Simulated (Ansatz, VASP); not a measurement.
## Cross-check of Ni (Sr/Ni(100)) between VASP and Ansatz

Wanted: the spread between two codes on one cell, functional and k mesh. The cell is taken from a series of runs on this material, whose earlier steps may have relaxed, scaled, displaced or heated it; both programs get it as it stands.

Calculated with Ansatz 0.2.0; plane waves, with VASP 6.6.1 beside it; single point at PBE.

## Step 1: Set-up

The cell holds 16 atoms: 16 Ni. Its edges and angles: a = 4.978 Å, b = 4.978 Å, c = 26.085 Å, α = 90.0°, β = 90.0°, γ = 90.0°. Vacuum lies along c.

## Step 2: Ansatz: single point, PBE

Ansatz runs on its default PAW (the set named soft_2) files.

A single point gives forces, pressure and levels at one fixed geometry, so differences don't come from the geometry; what else differs is listed under the comparison.

The input, input.yaml:

```yaml
crystal:
  lattice:
    - [4.9780317396, 0.0, 0.0]
    - [0.0, 4.9780317396, 0.0]
    - [0.0, 0.0, 26.0854539102]
  atoms:
    - { symbol: Ni, position: [0.25, 0.25, 0.3450198732], spin: 0.76 }
    - { symbol: Ni, position: [0.0, 0.0, 0.4124904262], spin: 0.69 }
    - { symbol: Ni, position: [0.25, 0.25, 0.4814173946], spin: 0.68 }
    - { symbol: Ni, position: [-0.0023992676, -0.0023992676, 0.5463639702], spin: 0.57 }
    - { symbol: Ni, position: [0.25, 0.75, 0.3450198732], spin: 0.76 }
    - { symbol: Ni, position: [0.0, 0.5, 0.4124904262], spin: 0.69 }
    - { symbol: Ni, position: [0.25, 0.75, 0.4808082387], spin: 0.65 }
    - { symbol: Ni, position: [-0.0023992676, 0.5023992676, 0.5463639702], spin: 0.57 }
    - { symbol: Ni, position: [0.75, 0.25, 0.3450198732], spin: 0.76 }
    - { symbol: Ni, position: [0.5, 0.0, 0.4124904262], spin: 0.69 }
    - { symbol: Ni, position: [0.75, 0.25, 0.4808082387], spin: 0.65 }
    - { symbol: Ni, position: [0.5023992676, -0.0023992676, 0.5463639702], spin: 0.57 }
    - { symbol: Ni, position: [0.75, 0.75, 0.3450198732], spin: 0.76 }
    - { symbol: Ni, position: [0.5, 0.5, 0.4124904262], spin: 0.69 }
    - { symbol: Ni, position: [0.75, 0.75, 0.4798374566], spin: 0.64 }
    - { symbol: Ni, position: [0.5023992676, 0.5023992676, 0.5463639702], spin: 0.57 }
magnetization:
  spin_polarized: true
kpoints:
  mp_grid: { grid: [6, 6, 1] }
hamiltonian:
  xc: pbe
scf:
  occupations: { method: fermi_dirac, width: 0.1 }
  convergence: { dr2_threshold: 1.0e-08 }
efield:
  axis: 3
  dipole_correction: true
  ramp_position: 0.97
  ramp_width: 0.06
output:
  write_potential: true
  write_density: true
  volumetric_format: npy
```

The run is started by

```
$ ansatz run input.yaml --threads 8 --pin off --max-ram 12288MiB --backend cpu --events-out ev --progress --plain --runs-dir out
```

Numbers of over 12 decimals in the logs are rounded to 6 here.

What it wrote:

```text
Engine: ansatz 0.2.0, x86_64-unknown-linux-gnu
Pseudopotentials: kind: paw
Pseudopotential: Ni, paw, valence charge 18, recommended cutoff 420 eV (normal), Ni.paw.azcp
Functional definition: PBE
  parameter kappa = 0.804
  parameter beta = 0.066725
  exchange = pbe_x(kappa = kappa, mu = beta*pi^2/3)
  correlation = pbe_c(beta = beta)
Crystal: 16 atoms, lattice volume = 646.418 Å³
Basis set: ecut = 420 eV, 12651 PW (Γ)
Bands: 180, of which v1, the nominal top of the filled ones, is band 144 counted from 1 (143 counted from 0)
Symmetry: 8 space group operations
k-points: 10 of 36
Non-local potential: Ni, projectors of the file, l = 0: 3, l = 1: 2, l = 2: 3, l = 3: 1
PAW form: soft (Blöchl's): semilocal exchange-correlation on the pseudo side does not see the compensation charge
PAW one-centre angular grid: Ni, 590 points (default); XC on 64 Gauss nodes
Initial density: superposition of atomic densities (neutral atoms: chi_scale 0, normalization atom)
Starting moments: Σ|m| = 10.7 μB on 16 of 16 sites
Initial wavefunctions: pseudopotential atomic-orbital guess
Functional: x = pbe(κ = 0.804, μ = 0.219515), c = pbe(β = 0.066725)
SCF iter   1: F=—  HF=-93413.860203 eV  |F-HF|=—  |Δ(HF+E_count)|=         —  Δρ=3.19e-2 (↑2.40e-2 ↓3.19e-2)  dr2=1.53e1  dr2_m=3.75e0  M=13.634 μB ∫|m|=14.226 μB  β_m=1.00  ethr=3.10e-3  p=-0.000 e·Å  D=-1.16e-6 V/Å  ΔV_dip=0.00 eV  dr2_dipole=1.36e-3  V_vac-E_F(+/−)=7.06/7.06 eV  ⟨swp⟩=11.9  Hψ=18698  notcnv=0  defer=134
Mixer restart at iter 1: flushing history
efield: sawtooth ramp at fractional position 0.9700 (set: `efield.ramp_position`, or a place that a band, a saddle search or an elastic batch's reference lends), width 0.0600; the density the first Hamiltonian is built on has a dipole p = -0.000 e·Å; the dipole correction subtracts the counter field D = -1.16e-6 V/Å, which shifts the + side's vacuum level by +0.00 eV against the − side's; the planar-averaged density in the ramp window peaks in size at 2.0e-5 e/Å³
preconditioner: auto → LDOS  [metal: Δε(μ)=0.002 eV  Ē_g=7.027 eV  σ=0.100 eV  W_gap=0.00  n_scr=138 (ndim 8)  ℏωp=18.5 eV  f_vac=0.664  D(μ)=32.29/eV (n_scr^D=324)]
spin=Collinear: LDOS preconditioning applied to the charge; magnetization (m = ρ↑ − ρ↓) channel mixes plain (no charge-response kernel on spin).
SCF iter   2: F=—  HF=-93415.360464 eV  |F-HF|=—  |Δ(HF+E_count)|=    1.50e0  Δρ=1.18e-2 (↑1.13e-2 ↓1.18e-2)  dr2=3.32e0  dr2_m=2.99e-2  M=12.909 μB ∫|m|=14.106 μB  β_m=0.31  ethr=3.10e-3  p=-0.003 e·Å  D=-7.14e-4 V/Å  ΔV_dip=0.02 eV  dr2_dipole=6.70e-3  V_vac-E_F(+/−)=6.20/6.18 eV  ⟨swp⟩=2.6  Hψ=6040  notcnv=0  defer=319
density mixer auto → msr1: a metal under ldos (density of states about μ 3.63 of a free-electron gas's, 138 screened modes)
SCF iter   3: F=—  HF=-93421.207366 eV  |F-HF|=—  |Δ(HF+E_count)|=    5.85e0  Δρ=7.05e-3 (↑4.44e-3 ↓7.05e-3)  dr2=7.13e-1  dr2_m=7.12e-2  M=12.600 μB ∫|m|=13.908 μB  β_m=0.46  ethr=1.15e-3  p=0.001 e·Å  D=2.13e-4 V/Å  ΔV_dip=-0.01 eV  dr2_dipole=5.74e-3  V_vac-E_F(+/−)=5.77/5.78 eV  ⟨swp⟩=2.7  Hψ=5727  notcnv=0  defer=330
SCF iter   4: F=—  HF=-93426.959675 eV  |F-HF|=—  |Δ(HF+E_count)|=    5.75e0  Δρ=1.06e-2 (↑3.85e-3 ↓1.06e-2)  dr2=7.25e-1  dr2_m=1.18e-1  M=11.750 μB ∫|m|=13.190 μB  β_m=0.62  ethr=2.48e-4  p=0.002 e·Å  D=6.49e-4 V/Å  ΔV_dip=-0.02 eV  dr2_dipole=2.13e-3  V_vac-E_F(+/−)=5.29/5.31 eV  ⟨swp⟩=2.4  Hψ=6224  notcnv=0  defer=337
SCF iter   5: F=—  HF=-93428.876446 eV  |F-HF|=—  |Δ(HF+E_count)|=    1.92e0  Δρ=3.72e-3 (↑1.29e-3 ↓3.72e-3)  dr2=1.03e-1  dr2_m=1.47e-2  M=11.236 μB ∫|m|=12.689 μB  β_m=0.79  ethr=2.48e-4  p=0.003 e·Å  D=8.17e-4 V/Å  ΔV_dip=-0.02 eV  dr2_dipole=7.00e-5  V_vac-E_F(+/−)=5.04/5.06 eV  ⟨swp⟩=2.5  Hψ=7129  notcnv=0  defer=343
SCF iter   6: F=—  HF=-93428.997148 eV  |F-HF|=—  |Δ(HF+E_count)|=   1.21e-1  Δρ=4.64e-3 (↑2.12e-3 ↓4.64e-3)  dr2=1.77e-1  dr2_m=1.17e-2  M=11.040 μB ∫|m|=12.512 μB  β_m=0.79  ethr=3.57e-5  p=0.000 e·Å  D=3.26e-5 V/Å  ΔV_dip=-0.00 eV  dr2_dipole=3.08e-4  V_vac-E_F(+/−)=5.01/5.01 eV  ⟨swp⟩=2.1  Hψ=6734  notcnv=0  defer=359
SCF iter   7: F=—  HF=-93429.000155 eV  |F-HF|=—  |Δ(HF+E_count)|=   3.01e-3  Δρ=9.56e-4 (↑9.56e-4 ↓4.73e-4)  dr2=1.11e-2  dr2_m=6.35e-4  M=10.984 μB ∫|m|=12.474 μB  β_m=0.67  ethr=3.57e-5  p=0.001 e·Å  D=3.35e-4 V/Å  ΔV_dip=-0.01 eV  dr2_dipole=6.50e-5  V_vac-E_F(+/−)=4.87/4.88 eV  ⟨swp⟩=2.1  Hψ=6074  notcnv=0  defer=359
SCF iter   8: F=—  HF=-93428.997764 eV  |F-HF|=—  |Δ(HF+E_count)|=   2.39e-3  Δρ=2.79e-4 (↑2.26e-4 ↓2.79e-4)  dr2=6.79e-4  dr2_m=1.58e-4  M=10.999 μB ∫|m|=12.483 μB  β_m=0.69  ethr=3.87e-6  p=-0.000 e·Å  D=-3.55e-5 V/Å  ΔV_dip=0.00 eV  dr2_dipole=2.62e-5  V_vac-E_F(+/−)=4.89/4.89 eV  ⟨swp⟩=3.3  Hψ=7211  notcnv=0  defer=356
[...]
Free energy (F): -93428.997795 eV
Harris-Foulkes:  -93428.997795 eV  (|F-HF|=1.54e-9)
Internal energy: -93428.033532 eV  (E = F + TS)
E sigma→0 (E₀):  -93428.515664 eV
Entropy (-TS):   -0.964263 eV (-60.266 meV/atom)
Fermi energy:    1.384698 eV
Dipole field:    D = 0.000054 V/Å  (p = 0.000191 e·Å, saw-weighted, corrected)
Work function:   Φ+ = 4.8825 eV   Φ− = 4.8840 eV
Levels:          The Fermi level and band energies are counted from a zero that moves with the ramp; work functions are not
--- Per-component energies (eV) ---
  E_band       = -9323.451862
  E_kinetic    = 4502.628626
  E_local      = -770681.728711  (includes V_loc(G=0)·N_el)
  E_nonlocal   = 10203.437330
  E_hartree    = 378416.406769
  E_xc         = -1340.982464
  E_vxc        = -1727.769468  (∫ρ·V_xc dr)
  E_paw        = -26102.571473  (= ΣΔE_a)
  E_vpaw       = -8452.833444  (= ΣTr[D̂ρ^β])
  E_aug_tail   = 0.008483  (compensation charges beyond the density's cutoff)
  E_efield     = 0.000000  (sawtooth field / dipole correction)
  E_vefield    = 0.021647  (∫n·V_field dr)
  E_ewald      = 311574.767907
  E_smearing   = -0.964263  (= −TS)
  E_closure    = 0.000000  (closes the sum)
  Σ components = -93428.997795   (vs F -93428.997795, Δ=0.00e0)
--- Band table (eV; the first three rows and the last of 20) ---
  k-point 0 ↑: bands = [... 140 lower, 0.8099, 0.8286, 0.8286, 0.9093, 0.9403, 1.1651, 1.1899, 1.4884, ... 32 higher]
  k-point 1 ↑: bands = [... 140 lower, 0.7738, 0.7803, 0.7984, 0.8222, 0.8463, 0.8520, 1.0314, 1.0494, ... 32 higher]
  k-point 2 ↑: bands = [... 140 lower, 0.6996, 0.7110, 0.7621, 0.7628, 0.7636, 0.8031, 0.8487, 0.8614, ... 32 higher]
  k-point 9 ↓: bands = [... 140 lower, 1.2107, 1.2147, 1.2147, 1.2244, 1.6665, 1.6730, 1.6730, 1.6796, ... 32 higher]
```

[end of part 1 of 2]

[Lines on the potential files, build, host, timing and source positions are cut from VASP's logs without a mark.]

[Logs are printed without paths, hosts, clocks, repeated set-up lines and the standing remarks that a program may print on its own settings, such as how far it seeks lower states.]

[Hosts, paths, dates, database ids (printed as entryN), source tags and the programs' standing remarks are cut or masked in the printed files.]
